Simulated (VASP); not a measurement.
A convergence study with VASP on Ti$_{2}$O (space group C2): a few settings are varied, all else stays as given below, so the limit is that of these other settings. The cell's lengths are 1 % over those of the tabulated start and one atom is moved, so it is off equilibrium.

```yaml
crystal:
  lattice:
    - [2.98362, 0.00000, 0.00000]
    - [-1.49181, 2.58389, 0.00000]
    - [0.00000, 0.00000, 4.87056]
  atoms:
    - { symbol: Ti, position: [0.33333, 0.66667, 0.73005] }
    - { symbol: Ti, position: [0.66667, 0.33333, 0.26995] }
    - { symbol: O, position: [0.02031, 0.00000, 0.00000] }
```

Calculation: PBEsol GGA, VASP's PBE PAW potentials (set 64) (plane waves; VASP 6.6.1). The last row used: 900 eV cut-off, 10×10×5 Γ-centred mesh, first-order Methfessel-Paxton smearing of 0.10 eV, potentials Ti_sv O_h.

Energies of different potentials or hybrids have different zeros.

| setting | E (eV/atom) | pressure (GPa) | largest force (eV/Å) | plane waves |
|---|---|---|---|---|
| ENCUT = 300, POTCAR Ti_sv O | -9.2165 | -29.64 | 0.563 | 458 |
| ENCUT = 400, POTCAR Ti_sv O | -9.1782 | -12.55 | 0.477 | 696 |
| ENCUT = 520, POTCAR Ti_sv O | -9.1762 | -9.32 | 0.482 | 1032 |
| ENCUT = 700, POTCAR Ti_sv O | -9.1782 | -9.41 | 0.485 | 1605 |
| ENCUT = 900, POTCAR Ti_sv O | -9.1785 | -9.22 | 0.485 | 2340 |
| ENCUT = 300, POTCAR Ti O | -9.1748 | -30.24 | 0.465 | 458 |
| ENCUT = 400, POTCAR Ti O | -9.1329 | -13.04 | 0.461 | 696 |
| ENCUT = 520, POTCAR Ti O | -9.1278 | -10.32 | 0.461 | 1032 |
| ENCUT = 700, POTCAR Ti O | -9.1292 | -10.43 | 0.460 | 1605 |
| ENCUT = 900, POTCAR Ti O | -9.1293 | -10.28 | 0.460 | 2340 |
| ENCUT = 300, POTCAR Ti_pv O | -9.2003 | -29.60 | 0.504 | 458 |
| ENCUT = 400, POTCAR Ti_pv O | -9.1563 | -11.87 | 0.465 | 696 |
| ENCUT = 700, POTCAR Ti_pv O | -9.1531 | -9.22 | 0.463 | 1605 |
| ENCUT = 900, POTCAR Ti_pv O | -9.1533 | -9.07 | 0.463 | 2340 |
| ENCUT = 300, POTCAR Ti_sv O_s | -9.1711 | -10.28 | 0.509 | 458 |
| ENCUT = 400, POTCAR Ti_sv O_s | -9.1717 | -9.84 | 0.479 | 696 |
| ENCUT = 520, POTCAR Ti_sv O_s | -9.1755 | -9.29 | 0.474 | 1032 |
| ENCUT = 700, POTCAR Ti_sv O_s | -9.1759 | -9.19 | 0.476 | 1605 |
| ENCUT = 900, POTCAR Ti_sv O_s | -9.1762 | -9.14 | 0.475 | 2340 |
| ENCUT = 300, POTCAR Ti_sv O_h | -8.7001 | -115.64 | 0.419 | 458 |
| ENCUT = 400, POTCAR Ti_sv O_h | -8.8409 | -79.03 | 0.469 | 696 |
| ENCUT = 520, POTCAR Ti_sv O_h | -9.0903 | -39.54 | 0.447 | 1032 |
| ENCUT = 700, POTCAR Ti_sv O_h | -9.1702 | -14.90 | 0.486 | 1605 |
| ENCUT = 900, POTCAR Ti_sv O_h | -9.1788 | -9.53 | 0.485 | 2340 |

Left out are rungs that failed or repeat a setting and relaxations that didn't move; long series are thinned to 24 rows.

The structure comes from a computed database's Ti2O entry (space group no. 164); how it stands against other phases isn't given here. The cell was not relaxed at this level, it is distorted from the ideal structure.
